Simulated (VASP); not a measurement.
# Na5CoSO2: a series over U, part 3 of 3

Aim: follow the moments and the gap of Na5CoSO2 as U grows. The start is a cell from a database of measured crystal structures.

VASP 6.6.1, plane waves and PAW; the level of theory is named at each step.

Still holding for the runs below: The cell holds one magnetic atom, so no antiferromagnetic order fits into it.

So far, gap on the k-mesh (eV): step 2 (series over U, U 0, J 0, PBEsol) 0.524; step 3 (series over U, U 2, J 0, PBEsol, DFT+U) 1.00.

### 5. Series over U, U 6, J 0 (continued)

Level of this step: PBEsol, DFT+U (Co d 6 eV), spin-polarised from a ferromagnetic start (one magnetic atom a cell); plane waves and PAW (Co, S, Na, O) (VASP).

From OUTCAR (step 5):

```text
  Total       -1.9298184     -1.9298184     -1.7916500      0.0000000      0.0000000      0.0000000
  in kB      -18.1573830    -18.1573830    -16.8573766      0.0000000      0.0000000      0.0000000
  external PRESSURE =     -17.7240476 kB  Pullay stress =       0.0000000 kB

 POSITION                                       TOTAL-FORCE (eV/Angst)
 -----------------------------------------------------------------------------------
      0.00000      0.00000      0.00000         0.000000     -0.000000      0.000000
      2.29885      2.29885      4.02775         0.000000     -0.000000      0.000000
      2.29885      0.00000      5.99490        -0.000000     -0.000000      0.003291
      0.00000      2.29885      5.99490        -0.000000      0.000000      0.003291
      2.29885      0.00000      2.06060         0.000000     -0.000000     -0.003291
      0.00000      2.29885      2.06060         0.000000     -0.000000     -0.003291
      0.00000      0.00000      4.02775         0.000000     -0.000000      0.000000
      0.00000      0.00000      6.29376         0.000000      0.000000     -0.024010
      0.00000      0.00000      1.76174        -0.000000      0.000000      0.024010
 -----------------------------------------------------------------------------------
    total drift:                               -0.000000      0.000000      0.000000

  FREE ENERGIE OF THE ION-ELECTRON SYSTEM (eV)
  ---------------------------------------------------
  free  energy   TOTEN  =       -36.5994000956 eV

  energy  without entropy=      -36.5994000955  energy(sigma->0) =      -36.59940010

 magnetization (x)
# of ion       s       p       d       tot
------------------------------------------
    1        0.005   0.008   2.027   2.040
    2        0.000  -0.003   0.000  -0.003
    3       -0.001  -0.001   0.000  -0.002
    4       -0.001  -0.001   0.000  -0.002
    5       -0.001  -0.001   0.000  -0.002
    6       -0.001  -0.001   0.000  -0.002
    7       -0.000   0.000   0.000   0.000
    8       -0.001   0.051   0.000   0.050
    9       -0.001   0.051   0.000   0.050
--------------------------------------------------
tot         -0.001   0.104   2.027   2.129

[... 2 parts as in an earlier step ...]

[... 1 further part left out ...]
[key lines of the parts left out:]
E-fermi :   1.8416
```

Spin moment in the PAW sphere by atom:

```csv
atom,spin moment in the PAW sphere (μB)
Co1,2.04
S2,0.00
Na3,0.00
Na4,0.00
Na5,0.00
Na6,0.00
Na7,0.00
O8,0.05
O9,0.05
```

The density of states is cut at 5.5 eV, since the bands computed begin to run out above.

Energy at zero smearing: -36.59940 eV.

### 6. Series over U, U 6, J 0.5

INCAR reads:

```
SYSTEM = Na5CoSO2
PREC = Normal
ENCUT = 480
EDIFF = 1E-06
NELM = 150
ISMEAR = 0
SIGMA = 0.05
LREAL = .FALSE.
ALGO = Normal
GGA = PS
NBANDS = 23
ISPIN = 2
MAGMOM = 2 0 0 0 0 0 0 0 0
LDAU = .TRUE.
LDAUTYPE = 1
LDAUL = 2 -1 -1 -1
LDAUU = 6 0 0 0
LDAUJ = 0.5 0 0 0
LDAUPRINT = 1
LASPH = .TRUE.
LMAXMIX = 4
LORBIT = 11
LWAVE = .FALSE.
LCHARG = .FALSE.
KPAR = 2
AMIX = 0.2
BMIX = 1E-04
AMIX_MAG = 0.8
BMIX_MAG = 1E-04
NEDOS = 1200
```

POSCAR reads:

```
Na5CoSO2
1.0
    4.5977000000      0.0000000000      0.0000000000
    0.0000000000      4.5977000000      0.0000000000
    0.0000000000      0.0000000000      8.0555000000
Co S Na O
1 1 5 2
Direct
    0.0000000000      0.0000000000      0.0000000000
    0.5000000000      0.5000000000      0.5000000000
    0.5000000000      0.0000000000      0.7442000000
    0.0000000000      0.5000000000      0.7442000000
    0.5000000000      0.0000000000      0.2558000000
    0.0000000000      0.5000000000      0.2558000000
    0.0000000000      0.0000000000      0.5000000000
    0.0000000000      0.0000000000      0.7813000000
    0.0000000000      0.0000000000      0.2187000000
```

KPOINTS reads:

```
Automatic mesh
0
Gamma
4 4 2
0 0 0
```

Potentials, in the order of the species: Co, S, Na and O (PBE family, release 64).

Started as:

```
> mpirun -np 2 vasp_std
```

The log of the run:

```text
[... set-up lines as in an earlier step ...]
 entering main loop
       N       E                     dE             d eps       ncg     rms          rms(c)
DAV:   1     0.233109196814E+03    0.23311E+03   -0.11358E+04  1104   0.107E+03
DAV:   2     0.951837564601E+01   -0.22359E+03   -0.20739E+03  1223   0.258E+02
DAV:   3    -0.401869175070E+02   -0.49705E+02   -0.48903E+02  1591   0.122E+02
DAV:   4    -0.416433285526E+02   -0.14564E+01   -0.14538E+01  1356   0.233E+01
[...]
DAV:  15    -0.367906594627E+02   -0.24380E-05   -0.11271E-04  1609   0.867E-02    0.317E-02
DAV:  16    -0.367906547301E+02    0.47326E-05   -0.56922E-05  1683   0.601E-02    0.145E-02
DAV:  17    -0.367906551821E+02   -0.45199E-06   -0.80087E-06  1409   0.235E-02
   1 F= -.36790655E+02 E0= -.36790655E+02  d E =-.168504E-10  mag=     1.9999
```

Run time: 46 s. Hardware: 2 MPI ranks of AMD EPYC 7R43, shared host; peak memory 0.46 GiB.

Parts of OUTCAR (step 6):

```text
  Total       -1.9818757     -1.9818757     -2.2313700      0.0000000      0.0000000     -0.0000000
  in kB      -18.6471829    -18.6471829    -20.9946392      0.0000000      0.0000000     -0.0000000
  external PRESSURE =     -19.4296683 kB  Pullay stress =       0.0000000 kB

 POSITION                                       TOTAL-FORCE (eV/Angst)
 -----------------------------------------------------------------------------------
      0.00000      0.00000      0.00000        -0.000000      0.000000      0.000000
      2.29885      2.29885      4.02775        -0.000000      0.000000      0.000000
      2.29885      0.00000      5.99490        -0.000000      0.000000      0.015027
      0.00000      2.29885      5.99490        -0.000000     -0.000000      0.015027
      2.29885      0.00000      2.06060        -0.000000     -0.000000     -0.015027
      0.00000      2.29885      2.06060        -0.000000     -0.000000     -0.015027
      0.00000      0.00000      4.02775        -0.000000      0.000000      0.000000
      0.00000      0.00000      6.29376        -0.000000      0.000000      0.075945
      0.00000      0.00000      1.76174         0.000000     -0.000000     -0.075945
 -----------------------------------------------------------------------------------
    total drift:                               -0.000000      0.000000      0.000000

  FREE ENERGIE OF THE ION-ELECTRON SYSTEM (eV)
  ---------------------------------------------------
  free  energy   TOTEN  =       -36.7906551821 eV

  energy  without entropy=      -36.7906551821  energy(sigma->0) =      -36.79065518

 magnetization (x)
# of ion       s       p       d       tot
------------------------------------------
    1        0.007   0.008   1.958   1.973
    2        0.000  -0.002   0.000  -0.002
    3       -0.001  -0.000   0.000  -0.001
    4       -0.001  -0.000   0.000  -0.001
    5       -0.001  -0.000   0.000  -0.001
    6       -0.001  -0.000   0.000  -0.001
    7       -0.000   0.000   0.000   0.000
    8       -0.000   0.055   0.000   0.055
    9       -0.000   0.055   0.000   0.055
--------------------------------------------------
tot          0.004   0.115   1.958   2.077

[... 2 parts as in an earlier step ...]

[... 1 further part left out ...]
[key lines of the parts left out:]
E-fermi :   1.5463
```

Energy at zero smearing: -36.79066 eV.

The run ends at a pressure of -1.94 GPa, with forces up to 0.076 eV/Å.

### 7. Summary

This step: DFT+U series, PBEsol; plane waves and PAW (VASP 6.6.1).

No new run; the numbers come from the runs before.

Energies at different U are not comparable. U series, by row:

```csv
U (eV),J (eV),LDAUTYPE,start,energy (eV/atom),mean moment (μB),gap on the mesh (eV),pressure (GPa)
0,0,-,fm,-4.376,1.776,0.5237,-2.268
2,0,2,fm,-4.257,1.875,1.002,-2.078
4,0,2,fm,-4.154,1.964,1.204,-1.899
6,0,2,fm,-4.067,2.04,1.188,-1.772
6,0.5,1,fm,-4.088,1.973,1.537,-1.943
```

### 8. Results

```
U = 0 eV, J = 0 eV, fm start   : mean size of the moments 1.78 μB
U = 2 eV, J = 0 eV, fm start   : mean size of the moments 1.88 μB
U = 4 eV, J = 0 eV, fm start   : mean size of the moments 1.96 μB
U = 6 eV, J = 0 eV, fm start   : mean size of the moments 2.04 μB
U = 6 eV, J = 0.5 eV, fm start : mean size of the moments 1.97 μB
```

For the ferromagnetic start without J, from U = 0 to 6 eV the mean moment goes from 1.78 to 2.04 μB, the gap on the mesh from 0.52 to 1.19 eV, and the pressure goes from -2.3 to -1.8 GPa. A jump between neighbouring rows can also mean that the runs ended in different spin or orbital states. U acts inside the PAW spheres, so the same number means something else in a code with other projectors.

[Lines on the potential files, build, host, timing and source positions are cut from VASP's logs without a mark.]

[Logs are printed without paths, hosts, clocks, repeated set-up lines and the standing remarks that a program may print on its own settings, such as how far it seeks lower states.]

[Hosts, paths, dates, database ids (printed as entryN), source tags and the programs' standing remarks are cut or masked in the printed files.]

[In band tables of VASP the shares of atoms and orbitals are scaled to a sum of 1 inside the atoms' spheres.]

[Runs that stopped without an error message from VASP are left out.]
